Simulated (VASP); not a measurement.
OSZICAR of a VASP run on Ir (fcc):

OSZICAR:
```
       N       E                     dE             d eps       ncg     rms          rms(c)
DAV:   1     0.450716360435E+02    0.45072E+02   -0.44939E+03  2352   0.103E+03
DAV:   2    -0.870872445870E+01   -0.53780E+02   -0.52510E+02  2336   0.212E+02
DAV:   3    -0.931823729090E+01   -0.60951E+00   -0.60806E+00  3376   0.306E+01
DAV:   4    -0.932142187639E+01   -0.31846E-02   -0.31841E-02  2880   0.157E+00
DAV:   5    -0.932145219995E+01   -0.30324E-04   -0.30323E-04  3448   0.103E-01    0.166E+01
DAV:   6    -0.888376551169E+01    0.43769E+00   -0.84667E-01  2696   0.131E+01    0.710E+00
DAV:   7    -0.879262248636E+01    0.91143E-01   -0.30591E-01  3072   0.733E+00    0.155E+00
DAV:   8    -0.878676304877E+01    0.58594E-02   -0.25328E-03  2600   0.821E-01    0.438E-01
DAV:   9    -0.878610998517E+01    0.65306E-03   -0.71346E-04  3200   0.445E-01    0.139E-02
DAV:  10    -0.878611690117E+01   -0.69160E-05   -0.45689E-06  3144   0.224E-02    0.362E-03
DAV:  11    -0.878611690356E+01   -0.23875E-08   -0.10117E-07  2688   0.403E-03
   1 F= -.97355385E+01 E0= -.97354304E+01  d E =-.324107E-03
```

Task: Which electronic solver shows in the log?

Result: It is blocked Davidson (ALGO = Normal, or the opening steps of other solvers). The INCAR had ALGO = Normal.

Task: Can the final energy be trusted as converged?

Result: The run converged. It stopped with EDIFF = 1E-7, NELM = 100 (PBE GGA with D4 dispersion, plane waves, VASP's PBE PAW potentials (set 64)).

The compound is Ir in the fcc structure. This cell is one point of a volume scan, at 0.97 of the reference volume.
